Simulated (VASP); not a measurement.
An input for Quantum ESPRESSO's pw.x (written as the equivalent of a VASP run, and not itself run):

```
&CONTROL
  calculation = 'scf'
  pseudo_dir = './pseudo'
  outdir = './out'
  tprnfor = .true.
  tstress = .true.
/
&SYSTEM
  ibrav = 0
  nat = 1
  ntyp = 1
  ecutwfc = 82
  occupations = 'smearing'
  smearing = 'methfessel-paxton'
  degauss = 0.00735
  input_dft = 'vdw-df-ob86'
/
&ELECTRONS
  conv_thr = 7.3e-09
  electron_maxstep = 100
/
ATOMIC_SPECIES
  Nb 92.906 Nb.upf
CELL_PARAMETERS angstrom
    -1.6104218    1.6104218    1.6104218
     1.6104218   -1.6104218    1.6104218
     1.6104218    1.6104218   -1.6104218
ATOMIC_POSITIONS crystal
  Nb   0.0000000  0.0000000  0.0000000
K_POINTS automatic
  16 16 16 0 0 0
```

Task: Write the VASP files for the same calculation (optB86b-vdW).

Result: One answer among several that fit: 
### POSCAR
```
Nb
1
   -1.6104218165     1.6104218165     1.6104218165
    1.6104218165    -1.6104218165     1.6104218165
    1.6104218165     1.6104218165    -1.6104218165
Nb
1
Direct
  0.0000000000   0.0000000000   0.0000000000
```

KPOINTS:
```
Automatic
0
gamma
  16 16 16
0 0 0
```

**INCAR**
```
# general
SYSTEM    =  Nb
PREC      =  Accurate
ENCUT     =  520
LREAL     =  F
LASPH     =  T

# electronic loop
EDIFF     =  1E-7
NELM      =  100
ALGO      =  Normal
LMAXMIX   =  4

# smearing
ISMEAR    =  1
SIGMA     =  0.1

# functional
GGA       =  MK
LUSE_VDW  =  T
AGGAC     =  0.0
PARAM1    =  0.1234
PARAM2    =  1.0

# ions
ISIF      =  2

# output
LWAVE     =  F
LCHARG    =  F
```

POTCAR, in this order: Nb_sv (PBE.64 set). Program: vasp_std.

What does not carry over: the potentials are each code's own (VASP's PAW set, PseudoDojo norm-conserving files in pw.x), so ENCUT and ecutwfc are chosen apart and not converted; conv_thr bounds pw.x's estimated SCF error, while EDIFF bounds the energy change between steps.

The compound is Nb in the bcc structure. This cell is one point of a volume scan, at 0.94 of the reference volume.
